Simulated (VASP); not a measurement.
Calculation: LDA (Ceperley-Alder, Perdew-Zunger) + U (Dudarev), VASP's LDA PAW potentials (set 64) (plane waves; VASP 6.6.1).

The input files of a VASP run:

### INCAR
```
ALGO=Normal
EDIFF=1E-6
ENCUT=300
ISIF=2
ISMEAR=-1
LASPH=.TRUE.
LCHARG=.FALSE.
LDAU=.TRUE.
LDAUJ=0 0
LDAUL=2 -1
LDAUTYPE=2
LDAUU=8.0 0
LMAXMIX=4
LREAL=.FALSE.
LWAVE=.FALSE.
NELM=100
PREC=Accurate
SIGMA=0.01
SYSTEM=FeSe2
```

File KPOINTS:
```
Automatic mesh
0
Gamma
4 3 5
0 0 0
```

File POSCAR:
```
FeSe2
1
    4.7795900000     0.0000000000     0.0000000000
    0.0000000000     5.7562600000     0.0000000000
    0.0000000000     0.0000000000     3.5809000000
Fe Se
2 4
Direct
  0.0000000000   0.0000000000   0.0000000000
  0.5000000000   0.5000000000   0.5000000000
  0.2132600000   0.3697700000   0.0000000000
  0.7867400000   0.6302300000   0.0000000000
  0.7132600000   0.1302300000   0.5000000000
  0.2867400000   0.8697700000   0.5000000000
```

POTCAR, in this order: Fe Se (LDA.64 set). Program: vasp_std.

Output of the run:

### OUTCAR
```
 ion  position               nearest neighbor table
   1  0.000  0.000  0.000-   3 2.36   4 2.36   5 2.38   6 2.38   5 2.38   6 2.38
   2  0.500  0.500  0.500-   5 2.36   6 2.36   3 2.38   4 2.38   3 2.38   4 2.38
   3  0.213  0.370  0.000-   1 2.36   2 2.38   2 2.38   4 2.53
   4  0.787  0.630  0.000-   1 2.36   2 2.38   2 2.38   3 2.53
   5  0.713  0.130  0.500-   2 2.36   1 2.38   1 2.38   6 2.53
   6  0.287  0.870  0.500-   2 2.36   1 2.38   1 2.38   5 2.53
  LATTYP: Found a simple orthorhombic cell.
 ALAT       =     3.5809000000
 B/A-ratio  =     1.3347454551
 C/A-ratio  =     1.6074897372
 Subroutine PRICEL returns:
 Original cell was already a primitive cell.
 Subroutine GETGRP returns: Found  8 space group operations
The static configuration has the point symmetry C_2h.
 The point group associated with its full space group is D_2h.
The dynamic configuration has the point symmetry C_2h.
 Subroutine INISYM returns: Found  8 space group operations
 Subroutine IBZKPT returns following result:
 Found     18 irreducible k-points:

 Following reciprocal coordinates:
            Coordinates               Weight
  0.000000  0.000000  0.000000      1.000000
  0.250000  0.000000  0.000000      2.000000
  0.500000  0.000000  0.000000      1.000000
  0.000000  0.333333  0.000000      2.000000
  0.250000  0.333333  0.000000      4.000000
  0.500000  0.333333  0.000000      2.000000
  0.000000  0.000000  0.200000      2.000000
  0.250000  0.000000  0.200000      4.000000
  0.500000  0.000000  0.200000      2.000000
  0.000000  0.333333  0.200000      4.000000
  0.250000  0.333333  0.200000      8.000000
  0.500000  0.333333  0.200000      4.000000
  0.000000  0.000000  0.400000      2.000000
  0.250000  0.000000  0.400000      4.000000
  0.500000  0.000000  0.400000      2.000000
  0.000000  0.333333  0.400000      4.000000
  0.250000  0.333333  0.400000      8.000000
  0.500000  0.333333  0.400000      4.000000
   k-points           NKPTS =     18   k-points in BZ     NKDIM =     18   number of bands    NBANDS=     24
   number of dos      NEDOS =    301   number of ions     NIONS =      6
   total plane-waves  NPLWV =  20160
   dimension x,y,z NGX =    28 NGY =   36 NGZ =   20
   dimension x,y,z NGXF=    56 NGYF=   72 NGZF=   40
   ions per type =               2   4
   PREC   = accura    normal or accurate (medium, high low for compatibility)
   ISTART =      0    job   : 0-new  1-cont  2-samecut
   ICHARG =      2    charge: 1-file 2-atom 10-const
   ISPIN  =      1    spin polarized calculation?
   LNONCOLLINEAR =      F non collinear calculations
   LSORBIT =      F    spin-orbit coupling
   INIWAV =      1    electr: 0-lowe 1-rand  2-diag
   ENCUT  =  300.0 eV  22.05 Ry    4.70 a.u.   6.75  8.13  5.06*2*pi/ulx,y,z
   NELM   =    100;   NELMIN=  2; NELMDL= -5     # of ELM steps
   EDIFF  = 0.1E-05   stopping-criterion for ELM
   LREAL  =      F    real-space projection
   NLSPLINE    = F    spline interpolate recip. space projectors
   LMAXMIX     =    4 max onsite mixed and CHGCAR
   VOSKOWN=      0    Vosko Wilk Nusair interpolation
   EDIFFG = 0.1E-04   stopping-criterion for IOM
   NSW    =      0    number of steps for IOM
   NBLOCK =      1;   KBLOCK =      1    inner block; outer block
   IBRION =     -1    ionic relax: 0-MD 1-quasi-New 2-CG
   NFREE  =      0    steps in history (QN), initial steepest desc. (CG)
   ISIF   =      2    stress and relaxation
   ISYM   =      2    0-nonsym 1-usesym 2-fastsym
   TEIN   =    0.0    initial temperature
   TEBEG  =    0.0;   TEEND  =   0.0 temperature during run
   SMASS  =  -3.00    Nose mass-parameter (am)
   PSTRESS=    0.0 pullay stress
   NELECT =      40.0000    total number of electrons
   EFERMI =   0.00;   METHOD = LEGACY
   ISMEAR =    -1;   SIGMA  =   0.01  broadening in eV -4-tet -1-fermi 0-gaus
...
```

### OSZICAR
```
       N       E                     dE             d eps       ncg     rms          rms(c)
DAV:   1     0.262261005417E+03    0.26226E+03   -0.12597E+04   864   0.107E+03
DAV:   2     0.681404571745E+01   -0.25545E+03   -0.25088E+03   872   0.306E+02
DAV:   3    -0.206871865320E+02   -0.27501E+02   -0.26782E+02  1256   0.106E+02
DAV:   4    -0.216761392866E+02   -0.98895E+00   -0.98602E+00  1112   0.220E+01
DAV:   5    -0.217068497393E+02   -0.30710E-01   -0.30688E-01  1248   0.323E+00    0.165E+01
DAV:   6    -0.238384281486E+02   -0.21316E+01   -0.22348E+01  1296   0.608E+01    0.121E+01
DAV:   7    -0.225544962531E+02    0.12839E+01   -0.17317E+01  1416   0.630E+01    0.802E+00
DAV:   8    -0.238885016895E+02   -0.13340E+01   -0.42991E+00  1376   0.176E+01    0.295E+00
DAV:   9    -0.242333899148E+02   -0.34489E+00   -0.68203E-01  1328   0.882E+00    0.188E+00
DAV:  10    -0.248010947796E+02   -0.56770E+00   -0.17297E+00  1472   0.160E+01    0.748E-01
DAV:  11    -0.248500065481E+02   -0.48912E-01   -0.27568E-01  1040   0.390E+00    0.520E-01
DAV:  12    -0.248579475422E+02   -0.79410E-02   -0.23850E-02  1424   0.182E+00    0.218E-01
DAV:  13    -0.248598618701E+02   -0.19143E-02   -0.71100E-03  1216   0.703E-01    0.113E-01
DAV:  14    -0.248608844697E+02   -0.10226E-02   -0.36939E-03  1312   0.497E-01    0.697E-02
DAV:  15    -0.248612591138E+02   -0.37464E-03   -0.12901E-03  1400   0.358E-01    0.398E-02
DAV:  16    -0.248614796577E+02   -0.22054E-03   -0.53477E-04  1456   0.232E-01    0.315E-02
DAV:  17    -0.248617974180E+02   -0.31776E-03   -0.24358E-03  1400   0.467E-01    0.278E-02
DAV:  18    -0.248618671063E+02   -0.69688E-04   -0.35458E-04  1328   0.160E-01    0.173E-02
DAV:  19    -0.248619087775E+02   -0.41671E-04   -0.51976E-04  1360   0.218E-01    0.115E-02
DAV:  20    -0.248619162076E+02   -0.74301E-05   -0.44800E-05  1224   0.549E-02    0.659E-03
DAV:  21    -0.248619173859E+02   -0.11782E-05   -0.94805E-06  1056   0.293E-02    0.338E-03
DAV:  22    -0.248619177399E+02   -0.35403E-06   -0.19016E-06   656   0.152E-02
   1 F= -.24861918E+02 E0= -.24861918E+02  d E =-.289658E-12
```

**OUTCAR**
```
------------------------ aborting loop because EDIFF is reached ----------------------------------------
  FORCE on cell =-STRESS in cart. coord.  units (eV):
  Direction    XX          YY          ZZ          XY          YZ          ZX
  --------------------------------------------------------------------------------------
  Total       -0.4363611      1.8454977      3.2496321      0.0000000      0.0000000      0.0000000
  in kB       -7.0963235     30.0124081     52.8471458      0.0000000      0.0000000      0.0000000
  external PRESSURE =      25.2544101 kB  Pullay stress =       0.0000000 kB
  volume of cell :       98.52
      direct lattice vectors                 reciprocal lattice vectors
     4.779590000  0.000000000  0.000000000     0.209222967  0.000000000  0.000000000
     0.000000000  5.756260000  0.000000000     0.000000000  0.173723911  0.000000000
     0.000000000  0.000000000  3.580900000     0.000000000  0.000000000  0.279259404
 POSITION                                       TOTAL-FORCE (eV/Angst)
 -----------------------------------------------------------------------------------
      0.00000      0.00000      0.00000        -0.000000      0.000000      0.000000
      2.38979      2.87813      1.79045        -0.000000      0.000000      0.000000
      1.01930      2.12849      0.00000        -1.032045      0.553993     -0.000000
      3.76029      3.62777      0.00000         1.032045     -0.553993      0.000000
      3.40909      0.74964      1.79045        -1.032045     -0.553993     -0.000000
      1.37050      5.00662      1.79045         1.032045      0.553993      0.000000
 -----------------------------------------------------------------------------------
    total drift:                                0.000000      0.000000      0.000000
  FREE ENERGIE OF THE ION-ELECTRON SYSTEM (eV)
  ---------------------------------------------------
  free  energy   TOTEN  =       -24.8619177399 eV

  energy  without entropy=      -24.8619177399  energy(sigma->0) =      -24.86191774
```
(Selected blocks of OUTCAR.)

At this cut-off the stress carries a Pulay error, which pulls relaxed volumes low.

The structure comes from a computed database's FeSe2 entry (Pnnm); how it stands against other phases isn't given here. The cell was not relaxed at this level. The run is one of a series of settings (LDAU = .TRUE., LDAUJ = 0 0, LDAUL = 2 -1, LDAUTYPE = 2, LDAUU = 8.0 0 against the base run), some of them coarse on purpose. The run is not spin-polarised, so no magnetic state was tried.
